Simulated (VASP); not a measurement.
Method: TPSS meta-GGA, VASP's PBE PAW potentials (set 64) (plane waves; VASP).

Input for VASP

KPOINTS_OPT:
```
k-points along high-symmetry lines
6
Line-mode
Reciprocal
  0.000000   0.000000   0.000000 ! GAMMA
  0.500000  -0.000000   0.000000 ! M

  0.500000  -0.000000   0.000000 ! M
  0.333333   0.333333   0.000000 ! K

  0.333333   0.333333   0.000000 ! K
  0.000000   0.000000   0.000000 ! GAMMA

  0.000000   0.000000   0.000000 ! GAMMA
  0.000000   0.000000   0.500000 ! A

  0.000000   0.000000   0.500000 ! A
  0.500000  -0.000000   0.500000 ! L

  0.500000  -0.000000   0.500000 ! L
  0.333333   0.333333   0.500000 ! H

  0.333333   0.333333   0.500000 ! H
  0.000000   0.000000   0.500000 ! A

  0.500000  -0.000000   0.500000 ! L
  0.500000  -0.000000   0.000000 ! M

  0.333333   0.333333   0.500000 ! H
  0.333333   0.333333   0.000000 ! K
```

File KPOINTS:
```
kpoints
0
Gamma
8 8 4
```

### POSCAR
```
SnSe2
1
    1.9261184797    -3.3361352866     0.0000000000
    1.9261184797     3.3361352866     0.0000000000
    0.0000000000     0.0000000000     7.4104697544
Sn Se
1 2
Direct
  0.0000000000   0.0000000000   0.0000000000
  0.3333330000   0.6666670000   0.2147096900
  0.6666670000   0.3333330000   0.7852903100
```

INCAR:
```
SYSTEM  =  SnSe2
PREC  =  Accurate; ENCUT  =  520; LREAL  =  F
LASPH  =  T
EDIFF  =  1E-7; NELM  =  100; ALGO  =  Normal
LMAXMIX  =  4; LMIXTAU  =  T
ISMEAR  =  -5
METAGGA  =  TPSS
ISIF  =  2
LWAVE  =  F; LCHARG  =  F; LORBIT  =  11
NEDOS  =  601
LEFG  =  T
```

POTCAR, in this order: Sn_d Se (PBE.64 set). Program: vasp_std.

What will the output report for the number of irreducible k-points (NKPTS), largest plane-wave count, number of space-group operations, FFT grid (NGX, NGY, NGZ)?

```yaml
number of irreducible k-points (NKPTS): 35
largest_plane_wave_count: 2589
number_of_space_group_operations: 12
FFT grid (NGX, NGY, NGZ): 30 × 30 × 56
```

The compound is SnSe2 in the 1T layered structure. It was relaxed first, which changed the volume by +23 %.
